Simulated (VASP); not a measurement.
# BaMg4Sn3 (P4/mmm) in VASP: a series of runs

One crystal, BaMg4Sn3, is run at these levels: PBE, PBE+D3(BJ); tasks: single point.

All numbers are computed with VASP 6.6.1; they aren't measurements. Logs are shortened: lines on timing, memory, paths and dates and some standing lists are left out, and cuts for length are marked.

## Step 1: Starting point

It takes space group P4/mmm (No. 123, tetragonal). The conventional cell has a = 4.899 Å, b = 4.899 Å, c = 9.248 Å, α = 90.00°, β = 90.00°, γ = 90.00°. Ba (site symmetry 4/mmm) has 8 Sn at 3.72 Å and 8 Mg at 3.83 Å as nearest neighbours. Mg (site symmetry 2mm) is surrounded by 4 Sn at 2.92 to 2.97 Å and 1 Mg at 3.35 Å. Sn (site symmetry 4/mmm) is surrounded by 8 Mg at 2.97 Å. Sn (site symmetry 4mm) is surrounded by 1 Sn at 2.72 Å and 4 Mg at 2.92 Å.

The cell was built by a generator and needn't be a form met in nature.

## Step 2: Single point, PBE

File INCAR:

```
  PREC = Accurate
  ENCUT = 520
  EDIFF = 1E-7
  ISMEAR = -1
  SIGMA = 0.1
  LREAL = False
  LASPH = True
  NELM = 80
  ALGO = Fast
  ISIF = 2
  LWAVE = False
  LCHARG = False
  GGA = PE
  NBANDS = 40
```

File KPOINTS:

```
regular mesh
0
Gamma
  4 4 2
```

File POSCAR:

```
BaMg4Sn3
1.0
    4.8993110000      0.0000000000      0.0000000000
    0.0000000000      4.8993110000      0.0000000000
    0.0000000000      0.0000000000      9.2477330000
Ba Mg Sn
1 4 3
Direct
    0.0000000000      0.0000000000      0.0000000000
    0.0000000000      0.5000000000      0.3187900000
    0.5000000000      0.0000000000      0.3187900000
    0.0000000000      0.5000000000      0.6812100000
    0.5000000000      0.0000000000      0.6812100000
    0.0000000000      0.0000000000      0.5000000000
    0.5000000000      0.5000000000      0.1472300000
    0.5000000000      0.5000000000      0.8527700000
```

Potentials or basis: VASP PAW PBE potentials, release 64 (Ba_sv, Mg, Sn_d).

The run is started by

```bash
$ cat potpaw_PBE.64/Ba_sv/POTCAR potpaw_PBE.64/Mg/POTCAR potpaw_PBE.64/Sn_d/POTCAR > POTCAR
$ mpirun -np 1 vasp_std > vasp.out
```

OUTCAR:

```text
PREC = Accurate
   ENCUT = 520
   EDIFF = 1E-7
   ISMEAR = -1
   LREAL = False
   LASPH = True
   NELM = 80
   ISIF = 2
   GGA = PE

 ion  position               nearest neighbor table
   1  0.000  0.000  0.000-   7 3.72   8 3.72   7 3.72   8 3.72   7 3.72   8 3.72   7 3.72   8 3.72
                             4 3.83   5 3.83   3 3.83   5 3.83   2 3.83   3 3.83   2 3.83   4 3.83
   2  0.000  0.500  0.319-   7 2.92   7 2.92   6 2.97   6 2.97   4 3.35   3 3.46   3 3.46   3 3.46
                             3 3.46   1 3.83   1 3.83
   3  0.500  0.000  0.319-   7 2.92   7 2.92   6 2.97   6 2.97   5 3.35   2 3.46   2 3.46   2 3.46
                             2 3.46   1 3.83   1 3.83
   4  0.000  0.500  0.681-   8 2.92   8 2.92   6 2.97   6 2.97   2 3.35   5 3.46   5 3.46   5 3.46
                             5 3.46   1 3.83   1 3.83
   5  0.500  0.000  0.681-   8 2.92   8 2.92   6 2.97   6 2.97   3 3.35   4 3.46   4 3.46   4 3.46
                             4 3.46   1 3.83   1 3.83
   6  0.000  0.000  0.500-   2 2.97   3 2.97   4 2.97   5 2.97   2 2.97   4 2.97   3 2.97   5 2.97

   7  0.500  0.500  0.147-   8 2.72   3 2.92   2 2.92   3 2.92   2 2.92   1 3.72   1 3.72   1 3.72
                             1 3.72
   8  0.500  0.500  0.853-   7 2.72   5 2.92   4 2.92   5 2.92   4 2.92   1 3.72   1 3.72   1 3.72
                             1 3.72

  LATTYP: Found a simple tetragonal cell.
 ALAT       =     4.8993110000
 C/A-ratio  =     1.8875578627

  Lattice vectors:

 A1 = (   4.8993110000,   0.0000000000,   0.0000000000)
 A2 = (   0.0000000000,   4.8993110000,   0.0000000000)
 A3 = (   0.0000000000,   0.0000000000,   9.2477330000)

Analysis of symmetry for initial positions (statically):
=====================================================================
 Subroutine PRICEL returns:
 Original cell was already a primitive cell.

 Routine SETGRP: Setting up the symmetry group for a
 simple tetragonal supercell.

 Subroutine GETGRP returns: Found 16 space group operations
 (whereof 16 operations were pure point group operations)
 out of a pool of 16 trial point group operations.

The static configuration has the point symmetry D_4h.

Analysis of symmetry for dynamics (positions and initial velocities):
=====================================================================
 Subroutine PRICEL returns:
 Original cell was already a primitive cell.

 Routine SETGRP: Setting up the symmetry group for a
 simple tetragonal supercell.

 Subroutine GETGRP returns: Found 16 space group operations
 (whereof 16 operations were pure point group operations)
 out of a pool of 16 trial point group operations.

The dynamic configuration has the point symmetry D_4h.

 Subroutine INISYM returns: Found 16 space group operations
 (whereof 16 operations are pure point group operations),
 and found     1 'primitive' translations

----------------------------------------------------------------------------------------

                                     Primitive cell

  volume of cell :     221.9756

  direct lattice vectors                    reciprocal lattice vectors
     4.899311000  0.000000000  0.000000000     0.204110333  0.000000000  0.000000000
     0.000000000  4.899311000  0.000000000     0.000000000  0.204110333  0.000000000
     0.000000000  0.000000000  9.247733000     0.000000000  0.000000000  0.108134610

  length of vectors
     4.899311000  4.899311000  9.247733000     0.204110333  0.204110333  0.108134610

  position of ions in fractional coordinates (direct lattice)
     0.000000000  0.000000000  0.000000000
     0.000000000  0.500000000  0.318790000
     0.500000000  0.000000000  0.318790000
     0.000000000  0.500000000  0.681210000
     0.500000000  0.000000000  0.681210000
     0.000000000  0.000000000  0.500000000
     0.500000000  0.500000000  0.147230000
     0.500000000  0.500000000  0.852770000

  ion indices of the primitive-cell ions
   primitive index   ion index
                 1           1
                 2           2
                 3           3
                 4           4
                 5           5
                 6           6
                 7           7
                 8           8

----------------------------------------------------------------------------------------

 KPOINTS: regular mesh

Automatic generation of k-mesh.
 Grid dimensions read from file:
 generate k-points for:    4    4    2

 Generating k-lattice:

  Cartesian coordinates                     Fractional coordinates (reciprocal lattice)
     0.051027583  0.000000000  0.000000000     0.250000000  0.000000000  0.000000000
     0.000000000  0.051027583  0.000000000     0.000000000  0.250000000  0.000000000
     0.000000000  0.000000000  0.054067305     0.000000000  0.000000000  0.500000000

  Length of vectors
     0.051027583  0.051027583  0.054067305

  Shift w.r.t. Gamma in fractional coordinates (k-lattice)
     0.000000000  0.000000000  0.000000000

 Subroutine IBZKPT returns following result:
 ===========================================

 Found     12 irreducible k-points:

 Following reciprocal coordinates:
            Coordinates               Weight
  0.000000  0.000000  0.000000      1.000000
  0.250000  0.000000  0.000000      4.000000
  0.500000  0.000000  0.000000      2.000000
  0.250000  0.250000  0.000000      4.000000
  0.500000  0.250000  0.000000      4.000000
  0.500000  0.500000  0.000000      1.000000
  0.000000  0.000000  0.500000      1.000000
  0.250000  0.000000  0.500000      4.000000
  0.500000  0.000000  0.500000      2.000000
  0.250000  0.250000  0.500000      4.000000
  0.500000  0.250000  0.500000      4.000000
  0.500000  0.500000  0.500000      1.000000
   k-points           NKPTS =     12   k-points in BZ     NKDIM =     12   number of bands    NBANDS=     40
   number of dos      NEDOS =    301   number of ions     NIONS =      8
   total plane-waves  NPLWV =  90720
   dimension x,y,z NGX =    36 NGY =   36 NGZ =   70
   dimension x,y,z NGXF=    72 NGYF=   72 NGZF=  140
   ions per type =               1   4   3
   NGX,Y,Z   is equivalent  to a cutoff of  12.22, 12.22, 12.58 a.u.
   NGXF,Y,Z  is equivalent  to a cutoff of  24.43, 24.43, 25.17 a.u.
 SYSTEM =  unknown system
   PREC   = accura    normal or accurate (medium, high low for compatibility)
   ISTART =      0    job   : 0-new  1-cont  2-samecut
   ICHARG =      2    charge: 1-file 2-atom 10-const
   ISPIN  =      1    spin polarized calculation?
   LNONCOLLINEAR =      F non collinear calculations
   LSORBIT =      F    spin-orbit coupling
   LASPH  =      T    aspherical Exc in radial PAW
   ENCUT  =  520.0 eV  38.22 Ry    6.18 a.u.   9.11  9.11 17.19*2*pi/ulx,y,z
   NELM   =     80;   NELMIN=  2; NELMDL= -5     # of ELM steps
   EDIFF  = 0.1E-06   stopping-criterion for ELM
   LREAL  =      F    real-space projection
   EDIFFG = 0.1E-05   stopping-criterion for IOM
   NSW    =      0    number of steps for IOM
   IBRION =     -1    ionic relax: 0-MD 1-quasi-New 2-CG
   NFREE  =      0    steps in history (QN), initial steepest desc. (CG)
   ISIF   =      2    stress and relaxation
   ISYM   =      2    0-nonsym 1-usesym 2-fastsym
   POTIM  = 0.5000    time-step for ionic-motion
   TEBEG  =    0.0;   TEEND  =   0.0 temperature during run
   PSTRESS=    0.0 pullay stress
   NELECT =      60.0000    total number of electrons
   NUPDOWN=      -1.0000    fix difference up-down
   EMIN   =  10.00;   EMAX   =-10.00  energy-range for DOS
   EFERMI =   0.00;   METHOD = LEGACY
   ISMEAR =    -1;   SIGMA  =   0.10  broadening in eV -4-tet -1-fermi 0-gaus
   EFERMI_NEDOS =   21; number of points for ismear=-14 and -15
   IALGO  =     68    algorithm
   IMIX   =      4    mixing-type and parameters
     AMIX     =   0.40;   BMIX     =  1.00
     AMIX_MAG =   1.60;   BMIX_MAG =  1.00
  volume/ion in A,a.u.               =      27.75       187.25
  Fermi-wavevector in a.u.,A,eV,Ry     =   1.058498  2.000272 15.244220  1.120419
  Thomas-Fermi vector in A             =   2.193810
   LORBIT       =      0    0 simple, 1 ext, 2 COOP (PROOUT), +10 PAW based schemes
   GGA     = PE    functional components
   LHFCALC =     F    Hartree Fock is set to
   AEXX    =    0.0000 exact exchange contribution
   IVDW    =     0    specifies the selected vdW correction
   LEPSILON=     F    determine dielectric tensor
   LRPA    =     F    only Hartree local field effects (RPA)
 non-spin polarized calculation
 RMM-DIIS sequential band-by-band and
  energy-cutoff  :      520.00
  volume of cell :      221.98
 maximum number of plane-waves:      5992
   NGX = 19   NGY = 19   NGZ = 35

 number of electron      59.9999998 magnetization

 Free energy of the ion-electron system (eV)
  ---------------------------------------------------
  ext. energy  EPLUGINS =         0.00000000
  ---------------------------------------------------
  free energy    TOTEN  =       -22.35665194 eV

  energy without entropy =      -22.28052616  energy(sigma->0) =      -22.31858905

 E-fermi :   4.6450     XC(G=0):  -9.0048

 val. band max:        4.6362550109   @ k =   0.0000   0.0000   0.5000
 cond. band min:       4.6909713331   @ k =   0.5000   0.5000   0.0000
 fundamental gap:      0.0547163222
 Fermi energy:         4.6450307947

 k-point     1 :       0.0000    0.0000    0.0000
  band No.  band energies     occupation
      1     -23.7281      2.00000
      2     -16.8028      2.00000
      3     -16.6268      2.00000
      4     -16.6268      2.00000
      5     -16.4963      2.00000
      6     -16.4839      2.00000
[... 32 lines left out ...]
     39       8.3928      0.00000
     40       8.3976      0.00000

 k-point     2 :       0.2500    0.0000    0.0000
  band No.  band energies     occupation
      1     -23.7256      2.00000
      2     -16.8026      2.00000
      3     -16.6270      2.00000
      4     -16.6266      2.00000
      5     -16.4948      2.00000
      6     -16.4850      2.00000
[... 32 lines left out ...]
     39       7.9868      0.00000
     40       8.2508      0.00000

 k-point     3 :       0.5000    0.0000    0.0000
  band No.  band energies     occupation
      1     -23.7232      2.00000
      2     -16.8023      2.00000
      3     -16.6271      2.00000
      4     -16.6264      2.00000
      5     -16.4933      2.00000
      6     -16.4861      2.00000
[... 32 lines left out ...]
     39       8.9118      0.00000
     40       8.9478      0.00000

 k-point     4 :       0.2500    0.2500    0.0000
  band No.  band energies     occupation
      1     -23.7233      2.00000
      2     -16.8023      2.00000
      3     -16.6276      2.00000
      4     -16.6268      2.00000
      5     -16.4933      2.00000
      6     -16.4850      2.00000
[... 32 lines left out ...]
     39       7.9278      0.00000
     40       8.6212      0.00000
[... 256 lines left out ...]
     39       7.8657      0.00000
     40       8.5777      0.00000

 k-point    11 :       0.5000    0.2500    0.5000
  band No.  band energies     occupation
      1     -23.7210      2.00000
      2     -16.8019      2.00000
      3     -16.6278      2.00000
      4     -16.6274      2.00000
      5     -16.4917      2.00000
      6     -16.4850      2.00000
[... 32 lines left out ...]
     39       8.3750      0.00000
     40       9.4440      0.00000

 k-point    12 :       0.5000    0.5000    0.5000
  band No.  band energies     occupation
      1     -23.7188      2.00000
      2     -16.8015      2.00000
      3     -16.6284      2.00000
      4     -16.6284      2.00000
      5     -16.4901      2.00000
      6     -16.4836      2.00000
[... 32 lines left out ...]
     39       9.1688      0.00000
     40       9.1696      0.00000

------------------------ aborting loop because EDIFF is reached ----------------------------------------

  FORCE on cell =-STRESS in cart. coord.  units (eV):
  Direction    XX          YY          ZZ          XY          YZ          ZX
  --------------------------------------------------------------------------------------
  -------------------------------------------------------------------------------------
  Total        1.2352743      1.2352743      2.8020626      0.0000000      0.0000000      0.0000000
  in kB        8.9159717      8.9159717     20.2247478      0.0000000      0.0000000      0.0000000
  external PRESSURE =      12.6855637 kB  Pullay stress =       0.0000000 kB

 VOLUME and BASIS-vectors are now :
 -----------------------------------------------------------------------------
  energy-cutoff  :      520.00
  volume of cell :      221.98
      direct lattice vectors                 reciprocal lattice vectors
     4.899311000  0.000000000  0.000000000     0.204110333  0.000000000  0.000000000
     0.000000000  4.899311000  0.000000000     0.000000000  0.204110333  0.000000000
     0.000000000  0.000000000  9.247733000     0.000000000  0.000000000  0.108134610

 POSITION                                       TOTAL-FORCE (eV/Angst)
 -----------------------------------------------------------------------------------
      0.00000      0.00000      0.00000         0.000000      0.000000      0.000000
      0.00000      2.44966      2.94808        -0.000000      0.000000      0.096529
      2.44966      0.00000      2.94808        -0.000000      0.000000      0.096529
      0.00000      2.44966      6.29965        -0.000000      0.000000     -0.096529
      2.44966      0.00000      6.29965         0.000000      0.000000     -0.096529
      0.00000      0.00000      4.62387         0.000000      0.000000      0.000000
      2.44966      2.44966      1.36154         0.000000      0.000000      0.912854
      2.44966      2.44966      7.88619         0.000000     -0.000000     -0.912854
 -----------------------------------------------------------------------------------
    total drift:                                0.000000      0.000000      0.000000

  FREE ENERGIE OF THE ION-ELECTRON SYSTEM (eV)
  ---------------------------------------------------
  free  energy   TOTEN  =       -22.3566519358 eV

  energy  without entropy=      -22.2805261550  energy(sigma->0) =      -22.31858905
```

Run time: 2.7 min. Hardware: 1 thread of AMD EPYC 7R43 (Zen 3), shared host; peak memory 0.32 GiB.

Results:

```yaml
Free_energy: -22.3567 eV
Pressure: 1.3 GPa
Largest_force: 0.913 eV/Å
Band_gap_on_the_k_mesh: none (metal or under the smearing width)
```

Forces on the atoms (eV/Å):
```
Ba   0.000  0.000  0.000
Mg   0.000  0.000  0.097
Mg   0.000  0.000  0.097
Mg   0.000  0.000 -0.097
Mg   0.000  0.000 -0.097
Sn   0.000  0.000  0.000
Sn   0.000  0.000  0.913
Sn   0.000  0.000 -0.913
```

Stress tensor (GPa, compression positive):
```
0.89 0.00 0.00
0.00 0.89 0.00
0.00 0.00 2.02
```

Levels at points of the mesh, in eV from the Fermi level:
| k point | band 28 | band 29 | band 30 | band 31 | band 32 | band 33 |
| --- | --- | --- | --- | --- | --- | --- |
| (0.00, 0.00, 0.00) | -0.99 | -0.63 | -0.45 | -0.45 | -0.04 | 0.71 |
| (0.50, 0.00, 0.00) | -1.07 | -0.31 | -0.02 | 0.34 | 0.50 | 0.92 |
| (0.50, 0.50, 0.00) | -2.40 | -2.05 | -2.05 | 0.05 | 1.63 | 1.75 |
| (0.00, 0.00, 0.50) | -0.88 | -0.38 | -0.01 | 0.08 | 0.09 | 0.09 |
| (0.50, 0.00, 0.50) | -1.80 | -1.12 | -0.20 | 0.89 | 1.18 | 1.65 |
| (0.50, 0.50, 0.50) | -2.52 | -1.78 | -1.78 | -0.24 | 1.30 | 1.30 |

(Part 1 of 2 ends here.)
